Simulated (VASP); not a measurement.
# MgGa15N16 (a cell with a defect) in VASP: a series of runs, part 2 of 2

VASP 6.6.1. The steps go on from the part before.

### 3 Single point, HSE06, collinear spin, ferromagnetic start

POSCAR reads:

```
MgGa15N16                               
1.0
    4.5482020000      4.5482020000     -4.5482020000
   -4.5482020000     -4.5482020000     -4.5482020000
   -4.5482020000      4.5482020000      4.5482020000
  Mg              Ga              N             
     1    15    16
Direct
     0.2500338020492676    0.7497759400449758    0.9999273094777817
     0.5011560775434160    0.5004924176047449    0.0002477505832195
     0.7499017360586074    0.2495576899663503    0.9997280307566454
     0.7500812534125544    0.7499857660137434    0.5002908374053248
     0.0004545039158586    0.7497255759353760    0.2508814242602171
     0.2500198164217707    0.5004821872841086    0.2510044937236952
     0.4996315697573321    0.2502473925661980    0.2495332418493179
     0.7504562542923571    0.9992584566117412    0.2494821808628597
     0.0009927994183913    0.0010849602528624    0.0002681234189506
     0.5012302601665577    0.7496679824781338    0.7509233403542644
     0.7497518157313764    0.4986574889115551    0.7488942932632113
     0.9991174409084167    0.4989193612839942    0.4993957421280504
     0.2501759642538813    0.2498814510491970    0.5001644764481470
     0.4988935877204003    0.9987119218505504    0.5002106506405652
     0.9989309661816907    0.2495657920654914    0.7488090737371085
     0.2499625001639662    0.0008757085499153    0.7507336641317927
     0.2502702711615420    0.0111600995122914    0.0001596230435320
     0.5113426894099684    0.7497763057437312    0.0002651167138012
     0.7511066667455838    0.4991124280998659    0.9998588419645525
     0.7486708052251874    0.9981032284880930    0.4987920832024788
     0.0017927221621459    0.0004230018653850    0.2506685532951417
     0.2496522716325387    0.7495391845524597    0.2607891993133195
     0.5006769464059454    0.5015380802723648    0.2507658546616850
     0.7489841042738825    0.2486400011937743    0.2482263901058095
     0.9995377652651273    0.2510441293980563    0.9998630609271354
     0.5003369178834236    0.9999922230344549    0.7516905162480433
     0.7515099663037128    0.7498576609394128    0.7497998585908510
     0.9994112555413299    0.7498790289074786    0.5011047841446229
     0.2501253428618065    0.4992666895023670    0.5011551858937801
     0.4983275166817955    0.2484159913682330    0.4987690427783666
     0.9888770391851337    0.4886745654465892    0.7384532945144642
     0.2500746412650376    0.2511015792065089    0.7496056415612659
```

INCAR.step1 reads:

```
PREC = Normal
ENCUT = 400
EDIFF = 1E-5
ISMEAR = 0
SIGMA = 0.01
LREAL = Auto
LASPH = True
NELM = 150
ALGO = Normal
ISIF = 2
LWAVE = True
ISPIN = 2
MAGMOM = 0.2 0 0 0 0 0 0 0 0 0 0 0 0 0 0 0 0.2 0.2 0 0 0 0.2 0 0 0 0 0 0 0 0 0.2 0
LORBIT = 11
NBANDS = 164
AMIX = 0.2
BMIX = 1E-4
AMIX_MAG = 0.8
BMIX_MAG = 1E-4
ICORELEVEL = 1
GGA = PE
```

INCAR.step2 reads:

```
PREC = Normal
ENCUT = 400
EDIFF = 1E-6
ISMEAR = 0
SIGMA = 0.01
LREAL = Auto
LASPH = True
NELM = 150
ALGO = Normal
ISIF = 2
LWAVE = False
LCHARG = False
ISPIN = 2
MAGMOM = 0.2 0 0 0 0 0 0 0 0 0 0 0 0 0 0 0 0.2 0.2 0 0 0 0.2 0 0 0 0 0 0 0 0 0.2 0
LORBIT = 11
GGA = PE
LHFCALC = True
HFSCREEN = 0.2
PRECFOCK = Fast
NBANDS = 164
AMIX = 0.2
BMIX = 1E-4
AMIX_MAG = 0.8
BMIX_MAG = 1E-4
ICORELEVEL = 1
ISTART = 1
```

KPOINTS reads:

```
regular mesh
0
Gamma
  1 1 1
```

Potentials or basis: VASP PAW PBE potentials, release 64 (Mg, Ga_d, N).

Launch:

```sh
cat potpaw_PBE.64/Mg/POTCAR potpaw_PBE.64/Ga_d/POTCAR potpaw_PBE.64/N/POTCAR > POTCAR
cp INCAR.step1 INCAR
mpirun -np 8 vasp_gam > vasp.out
cp INCAR.step2 INCAR
mpirun -np 8 vasp_gam > vasp.out
```

Wall time 4.1 min (8 MPI ranks of AMD EPYC 9R45 (Zen 5), shared host); peak memory 0.33 GiB.

Results (log left out):

| Quantity | Value |
| --- | --- |
| Free energy | -232.2477 eV |
| Largest force | 0.234 eV/Å |
| Band gap on the k mesh | 0.73 eV, direct |
| Net moment | 1.00 μB per cell |
| Site moments | Mg +0.00; Ga -0.00, +0.00; N +0.07, +0.08, +0.03, +0.05 μB |
| Valence electrons inside the program's atomic spheres | Mg 0.46; Ga 11.81, 11.80; N 3.71, 3.70, 3.69 |

Forces in eV/Å, atoms in the order of the input:
```
Mg  -0.033  0.020 -0.005
Ga  -0.028 -0.019 -0.230
Ga  -0.012  0.007 -0.005
Ga   0.006  0.017 -0.001
Ga   0.105  0.129 -0.075
Ga  -0.121 -0.106 -0.072
Ga   0.103 -0.104  0.072
Ga   0.093 -0.101  0.071
Ga   0.017  0.026 -0.232
Ga  -0.122  0.098  0.069
Ga   0.068  0.115 -0.066
Ga  -0.036  0.035  0.223
Ga  -0.023 -0.003  0.002
Ga   0.014 -0.009  0.234
Ga  -0.117 -0.067 -0.064
Ga  -0.110  0.121  0.071
N   -0.046 -0.078 -0.010
N    0.084  0.043 -0.024
N    0.008 -0.017  0.046
N    0.014  0.041 -0.013
N   -0.039 -0.002  0.011
N   -0.049  0.057  0.013
N   -0.001  0.042  0.011
N    0.000 -0.001 -0.036
N    0.021 -0.001  0.056
N    0.020 -0.017 -0.066
N    0.023 -0.069  0.011
N   -0.008 -0.062 -0.008
N    0.065  0.015 -0.009
N   -0.043 -0.012 -0.018
N    0.080 -0.074  0.037
N    0.065 -0.025  0.010
```

Levels at points of the mesh, in eV from the valence-band top:
Spin up:
```
           k point  band 135  band 136  band 137  band 138  band 139  band 140  band 141  band 142  band 143  band 144
(0.00, 0.00, 0.00)     -0.93     -0.91     -0.22     -0.07     -0.07      3.01      4.55      4.56      4.56      7.81
```
Spin down:
```
           k point  band 134  band 135  band 136  band 137  band 138  band 139  band 140  band 141  band 142  band 143
(0.00, 0.00, 0.00)     -0.72     -0.72     -0.70      0.00      0.00      0.73      3.04      4.55      4.55      4.56
```

Core levels (eV, on the scale of the bands):
```tsv
atom	levels
1 Mg	1s -1247.2, 2s -67.9, 2p -34.6
2 Ga	1s -10216.5, 2s -1249.9, 2p -1086.3, 3s -136.6, 3p -87.4
3 Ga	1s -10216.5, 2s -1249.9, 2p -1086.3, 3s -136.6, 3p -87.4
4 Ga	1s -10216.6, 2s -1250.0, 2p -1086.4, 3s -136.7, 3p -87.5
5 Ga	1s -10216.5, 2s -1249.9, 2p -1086.3, 3s -136.6, 3p -87.4
6 Ga	1s -10216.5, 2s -1249.9, 2p -1086.3, 3s -136.6, 3p -87.4
```

Caveat: the PAW data sets were made with another functional, which shifts forces and pressure a little.
